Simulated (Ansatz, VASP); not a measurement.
# ZnS (Wurtzite-2H): VASP beside Ansatz, part 2 of 3

Aim: how closely do two programs agree when they are given the same cell, functional and k mesh? The cell is taken from a series of runs on this material, whose earlier steps may have relaxed, scaled, displaced or heated it; both programs get it as it stands.

VASP 6.6.1 and Ansatz 0.2.0.

So far: Starting point; Ansatz: zone-centre phonons, PBE.

### 3. VASP: zone-centre phonons, PBE

Level of this step: PBE; plane waves and PAW (S, Zn) (VASP).

The same cell, functional and mesh now go to VASP, with its own data sets.

Lines of VASP's logs that name or quote its potential files are left out, and so is its time.

Input file INCAR:

```
SYSTEM = ZnS
PREC = Accurate
ENCUT = 500
EDIFF = 1E-08
NELM = 120
ISMEAR = 0
SIGMA = 0.01
LREAL = .FALSE.
ALGO = Normal
GGA = PE
NBANDS = 24
LORBIT = 11
LWAVE = .FALSE.
LCHARG = .FALSE.
ISIF = 2
IBRION = 8
LEPSILON = .TRUE.
LASPH = .TRUE.
GGA_COMPAT = .FALSE.
EFERMI = MIDGAP
KPAR = 2
```

Input file POSCAR:

```
ZnS
1.0
    3.7074359806      0.0000000000      0.0000000000
   -1.8537179903      3.2107337421      0.0000000000
    0.0000000000      0.0000000000      6.1048428984
S Zn
2 2
Direct
    0.3333333333      0.6666666667      0.3790244182
    0.6666666667      0.3333333333      0.8790244182
    0.3333333333      0.6666666667      0.0059755818
    0.6666666667      0.3333333333      0.5059755818
```

Input file KPOINTS:

```
Automatic mesh
0
Gamma
12 12 8
0 0 0
```

Potentials, in the order of the species: S and Zn (PBE family, release 64).

The run is started by

```console
$ mpirun -np 2 vasp_std
```

The log of the run:

```text
[banner, memory and clock lines left out]
running    2 mpi-ranks, on    1 nodes
 distrk:  each k-point on    1 cores,    2 groups
 distr:  one band on    1 cores,    1 groups

 POSCAR found type information on POSCAR S Zn
 POSCAR found :  2 types and       4 ions
 LDA part: xc-table for (Slater+PW92), standard interpolation
 POSCAR, INCAR and KPOINTS ok, starting setup
 FFT: planning ... GRIDC
 FFT: planning ... GRID_SOFT
 FFT: planning ... GRID
 WAVECAR not read
 entering main loop
       N       E                     dE             d eps       ncg     rms          rms(c)
DAV:   1     0.235978717495E+03    0.23598E+03   -0.17159E+04  4560   0.181E+03
DAV:   2     0.673552891978E+01   -0.22924E+03   -0.22166E+03  4864   0.366E+02
DAV:   3    -0.139266268176E+02   -0.20662E+02   -0.20562E+02  5704   0.111E+02
DAV:   4    -0.143397272635E+02   -0.41310E+00   -0.41285E+00  5344   0.163E+01
DAV:   5    -0.143473908217E+02   -0.76636E-02   -0.76628E-02  5816   0.212E+00    0.114E+01
DAV:   6    -0.134737248882E+02    0.87367E+00   -0.18967E+00  6872   0.423E+01    0.866E+00
DAV:   7    -0.134897194141E+02   -0.15995E-01   -0.18750E+00  4888   0.795E+00    0.365E+00
DAV:   8    -0.134729660453E+02    0.16753E-01   -0.64296E-02  6232   0.273E+00    0.123E+00
DAV:   9    -0.134724142964E+02    0.55175E-03   -0.23104E-02  6344   0.186E+00    0.297E-01
DAV:  10    -0.134724886910E+02   -0.74395E-04   -0.89184E-04  5600   0.479E-01    0.153E-01
DAV:  11    -0.134726983927E+02   -0.20970E-03   -0.35244E-04  5256   0.132E-01    0.992E-02
DAV:  12    -0.134726915620E+02    0.68307E-05   -0.32809E-05  7024   0.979E-02    0.822E-03
DAV:  13    -0.134726952701E+02   -0.37080E-05   -0.69992E-06  5264   0.270E-02    0.375E-03
DAV:  14    -0.134726954801E+02   -0.21003E-06   -0.12586E-06  5752   0.224E-02    0.745E-04
DAV:  15    -0.134726955230E+02   -0.42885E-07   -0.16567E-07  5280   0.378E-03    0.412E-04
DAV:  16    -0.134726955457E+02   -0.22693E-07   -0.14192E-08  4392   0.738E-04    0.218E-04
DAV:  17    -0.134726955450E+02    0.65347E-09   -0.49861E-09  3112   0.174E-03
   1 F= -.13472696E+02 E0= -.13472696E+02  d E =0.000000E+00
 Linear response reoptimize wavefunctions to high precision
DAV:   1    -0.134726955489E+02   -0.39263E-08   -0.92204E-10  3688   0.552E-04
DAV:   2    -0.134726955490E+02   -0.41837E-10   -0.28870E-10  2728   0.136E-04
 Linear response G [H, r] |phi>, progress :
  Direction:   1
       N       E                     dE             d eps       ncg     rms
RMM:   1    -0.823536662067E+02   -0.82354E+02    0.48023E+02  8827   0.959E+01
RMM:   2    -0.901087339978E+02   -0.77551E+01   -0.29811E+01  7418   0.365E+01
RMM:   3    -0.906794199910E+02   -0.57069E+00   -0.21242E+00  8138   0.944E+00
RMM:   4    -0.906999527768E+02   -0.20533E-01   -0.10403E-01  8295   0.193E+00
RMM:   5    -0.907008066101E+02   -0.85383E-03   -0.11281E-02  8344   0.493E-01
RMM:   6    -0.907009475394E+02   -0.14093E-03   -0.15914E-03  8473   0.141E-01
RMM:   7    -0.907009677939E+02   -0.20254E-04   -0.33687E-04  8553   0.451E-02
RMM:   8    -0.907009701199E+02   -0.23260E-05   -0.97249E-05  8653   0.157E-02
RMM:   9    -0.907009679043E+02    0.22156E-05   -0.29772E-05  8583   0.638E-03
RMM:  10    -0.907009666129E+02    0.12914E-05   -0.16879E-05  7087   0.313E-03
RMM:  11    -0.907009663700E+02    0.24293E-06   -0.49885E-06  6025   0.188E-03
RMM:  12    -0.907009660398E+02    0.33019E-06   -0.59889E-07  5402   0.139E-03
RMM:  13    -0.907009659429E+02    0.96951E-07    0.11606E-05  5076   0.120E-03
RMM:  14    -0.907009659979E+02   -0.55025E-07    0.13697E-05  4947   0.112E-03
RMM:  15    -0.907009660875E+02   -0.89575E-07   -0.19277E-06  4791   0.109E-03
RMM:  16    -0.907009660457E+02    0.41744E-07   -0.81489E-07  4650   0.108E-03
RMM:  17    -0.907009658340E+02    0.21171E-06   -0.11824E-05  4520   0.107E-03
 Linear response G [H, r] |phi>, progress :
  Direction:   2
       N       E                     dE             d eps       ncg     rms
RMM:   1    -0.966782113116E+02   -0.96678E+02    0.29759E+02  8911   0.924E+01
RMM:   2    -0.101452737635E+03   -0.47745E+01   -0.23462E+01  7331   0.348E+01
RMM:   3    -0.102006416668E+03   -0.55368E+00   -0.16425E+00  8138   0.858E+00
RMM:   4    -0.102031204618E+03   -0.24788E-01   -0.77981E-02  8217   0.179E+00
RMM:   5    -0.102032377550E+03   -0.11729E-02   -0.11878E-02  8305   0.491E-01
RMM:   6    -0.102032512176E+03   -0.13463E-03   -0.26676E-03  8419   0.149E-01
RMM:   7    -0.102032490781E+03    0.21395E-04   -0.11539E-03  8516   0.506E-02
RMM:   8    -0.102032457999E+03    0.32783E-04   -0.52066E-04  8588   0.187E-02
RMM:   9    -0.102032454142E+03    0.38568E-05   -0.48614E-04  8583   0.770E-03
RMM:  10    -0.102032422541E+03    0.31601E-04   -0.18843E-04  6993   0.362E-03
RMM:  11    -0.102032420250E+03    0.22904E-05   -0.16134E-04  6063   0.201E-03
RMM:  12    -0.102032415429E+03    0.48214E-05   -0.15625E-04  5457   0.152E-03
[...]
RMM:  12    -0.103838024419E+01   -0.20975E-05    0.23909E-07 24846   0.291E-04    0.243E-05
RMM:  13    -0.103838048133E+01   -0.23715E-06    0.25959E-07 17010   0.878E-05    0.158E-05
RMM:  14    -0.103837965272E+01    0.82861E-06    0.15772E-07 12607   0.627E-05    0.538E-06
 change of polarisation eV/A/(eV/A) component  1 :     1.926    -0.092     0.000
[...]
Linear response progress:
  Degree of freedom:   1/  4
       N       E                     dE             d eps       ncg     rms          rms(c)
RMM:   1    -0.108372069591E+00   -0.10837E+00    0.51584E-02 70035   0.204E+00
RMM:   2    -0.105068243669E+00    0.33038E-02   -0.69058E-03 43444   0.680E-01    0.180E-01
RMM:   3    -0.105629550775E+00   -0.56131E-03   -0.56100E-04 48591   0.156E-01    0.877E-02
RMM:   4    -0.106132690955E+00   -0.50314E-03   -0.95137E-05 47690   0.524E-02    0.222E-02
RMM:   5    -0.106226959460E+00   -0.94269E-04   -0.94702E-06 50126   0.155E-02    0.105E-02
RMM:   6    -0.106201818784E+00    0.25141E-04   -0.14913E-06 49717   0.533E-03    0.421E-03
RMM:   7    -0.106214986459E+00   -0.13168E-04   -0.38194E-08 46910   0.227E-03    0.731E-04
RMM:   8    -0.106211562648E+00    0.34238E-05   -0.70179E-08 48135   0.755E-04    0.994E-05
RMM:   9    -0.106210544881E+00    0.10178E-05    0.39847E-08 50266   0.266E-04    0.658E-05
RMM:  10    -0.106210638821E+00   -0.93940E-07    0.48576E-08 50673   0.864E-05    0.168E-05
RMM:  11    -0.106210894965E+00   -0.25614E-06    0.53447E-08 46356   0.435E-05    0.644E-06
RMM:  12    -0.106210868935E+00    0.26030E-07    0.30435E-08 50966   0.216E-05    0.206E-06
RMM:  13    -0.106210866229E+00    0.27059E-08    0.19992E-08 42214   0.114E-05    0.135E-06
 first order change of Fermi-energy  -0.53612E-01
 force on displaced ion       1 direction 1 :  -8.429   0.000   0.000
 Born effective charge ion    1 direction 1 :  -1.832  -0.000  -0.000
 Linear response progress:
  Degree of freedom:   2/  4
       N       E                     dE             d eps       ncg     rms          rms(c)
RMM:   1    -0.130215212865E+00   -0.13022E+00    0.60907E-02 16225   0.207E+00
RMM:   2    -0.125047130513E+00    0.51681E-02   -0.81418E-03  9495   0.785E-01    0.215E-01
RMM:   3    -0.125408370796E+00   -0.36124E-03   -0.10558E-03 10992   0.195E-01    0.106E-01
RMM:   4    -0.125720345158E+00   -0.31197E-03   -0.10088E-04 10066   0.646E-02    0.356E-02
RMM:   5    -0.125786167532E+00   -0.65822E-04   -0.26034E-05 10850   0.257E-02    0.986E-03
RMM:   6    -0.125772263176E+00    0.13904E-04   -0.11304E-06 11206   0.633E-03    0.555E-03
RMM:   7    -0.125774627366E+00   -0.23642E-05   -0.46128E-07 11400   0.173E-03    0.243E-03
RMM:   8    -0.125776709652E+00   -0.20823E-05    0.72596E-07  9896   0.155E-03    0.258E-04
RMM:   9    -0.125777475599E+00   -0.76595E-06    0.10830E-07 11509   0.424E-04    0.140E-04
RMM:  10    -0.125777552106E+00   -0.76507E-07    0.31055E-07 10743   0.145E-04    0.534E-05
RMM:  11    -0.125777528367E+00    0.23739E-07    0.26718E-07 11056   0.603E-05    0.201E-05
RMM:  12    -0.125777490214E+00    0.38153E-07    0.29907E-07 11079   0.350E-05    0.505E-06
RMM:  13    -0.125777518339E+00   -0.28125E-07    0.25207E-07 11526   0.158E-05    0.231E-06
RMM:  14    -0.125777534017E+00   -0.15678E-07    0.25780E-07 10049   0.125E-05    0.975E-07
RMM:  15    -0.125777532924E+00    0.10935E-08    0.25677E-07  7413   0.953E-06    0.323E-07
RMM:  16    -0.125777532120E+00    0.80349E-09    0.26285E-07  7252   0.933E-06    0.278E-07
RMM:  17    -0.125777532640E+00   -0.51969E-09    0.26554E-07  5597   0.904E-06    0.619E-08
 first order change of Fermi-energy  -0.51703E-01
 force on displaced ion       1 direction 3 :   0.000  -0.000 -11.758
 Born effective charge ion    1 direction 3 :   0.000   0.000  -1.938
 Linear response progress:
  Degree of freedom:   3/  4
       N       E                     dE             d eps       ncg     rms          rms(c)
RMM:   1    -0.211697403277E+00   -0.21170E+00    0.46636E-03 42402   0.192E+00
RMM:   2    -0.209393437811E+00    0.23040E-02   -0.38595E-03 43411   0.463E-01    0.137E-01
RMM:   3    -0.209225749793E+00    0.16769E-03   -0.13717E-04 50115   0.739E-02    0.807E-02
RMM:   4    -0.208972039891E+00    0.25371E-03   -0.21891E-05 49794   0.284E-02    0.481E-03
RMM:   5    -0.208962177137E+00    0.98628E-05   -0.26885E-06 51280   0.478E-03    0.214E-03
RMM:   6    -0.208960539105E+00    0.16380E-05   -0.48599E-07 50654   0.259E-03    0.372E-04
RMM:   7    -0.208960243452E+00    0.29565E-06   -0.41088E-07 51776   0.682E-04    0.227E-04
RMM:   8    -0.208959810327E+00    0.43312E-06   -0.25331E-07 50562   0.441E-04    0.447E-05
RMM:   9    -0.208959503448E+00    0.30688E-06   -0.78187E-08 51973   0.103E-04    0.325E-05
RMM:  10    -0.208959366352E+00    0.13710E-06   -0.25411E-08 50014   0.555E-05    0.463E-06
RMM:  11    -0.208959381996E+00   -0.15645E-07   -0.24520E-08 52123   0.198E-05    0.214E-06
RMM:  12    -0.208959399153E+00   -0.17157E-07   -0.32302E-09 46566   0.123E-05    0.562E-07
RMM:  13    -0.208959399489E+00   -0.33532E-09   -0.20498E-09 31615   0.775E-06    0.183E-07
 first order change of Fermi-energy  -0.12621E+00
 force on displaced ion       3 direction 1 :  -7.648   0.000  -0.000
 Born effective charge ion    3 direction 1 :   1.832  -0.000   0.000
 Linear response progress:
  Degree of freedom:   4/  4
       N       E                     dE             d eps       ncg     rms          rms(c)
RMM:   1    -0.219033022936E+00   -0.21903E+00    0.31150E-03  9543   0.194E+00
RMM:   2    -0.215782649107E+00    0.32504E-02   -0.42751E-03  9867   0.490E-01    0.166E-01
RMM:   3    -0.215502698622E+00    0.27995E-03   -0.19887E-04 11239   0.912E-02    0.875E-02
RMM:   4    -0.215196462223E+00    0.30624E-03   -0.32759E-05 11124   0.463E-02    0.222E-02
RMM:   5    -0.215127898443E+00    0.68564E-04   -0.17459E-06 11470   0.179E-02    0.732E-03
RMM:   6    -0.215131057370E+00   -0.31589E-05    0.12005E-06 10599   0.575E-03    0.452E-03
RMM:   7    -0.215136476931E+00   -0.54196E-05    0.65996E-07 11021   0.311E-03    0.109E-03
RMM:   8    -0.215138019489E+00   -0.15426E-05    0.28949E-07 11103   0.110E-03    0.295E-04
RMM:   9    -0.215137729863E+00    0.28963E-06    0.23798E-08 11690   0.300E-04    0.690E-05
RMM:  10    -0.215137698506E+00    0.31357E-07   -0.10376E-07 11479   0.163E-04    0.327E-05
RMM:  11    -0.215137719517E+00   -0.21011E-07   -0.31065E-08 11748   0.495E-05    0.127E-05
RMM:  12    -0.215137789444E+00   -0.69927E-07    0.16386E-08 11506   0.287E-05    0.700E-06
RMM:  13    -0.215137796862E+00   -0.74182E-08    0.27157E-08 10943   0.161E-05    0.130E-06
 first order change of Fermi-energy   0.51597E-01
 force on displaced ion       3 direction 3 :   0.000   0.000  -9.758
 Born effective charge ion    3 direction 3 :   0.000  -0.000   1.938
 Born effective charges drift removed
 Linear response finished
```

(Continued in part 3 of 3.)

[Lines on the potential files, build, host, timing and source positions are cut from VASP's logs without a mark.]

[Logs are printed without paths, hosts, clocks, repeated set-up lines and the standing remarks that a program may print on its own settings, such as how far it seeks lower states.]

[Hosts, paths, dates, database ids (printed as entryN), source tags and the programs' standing remarks are cut or masked in the printed files.]
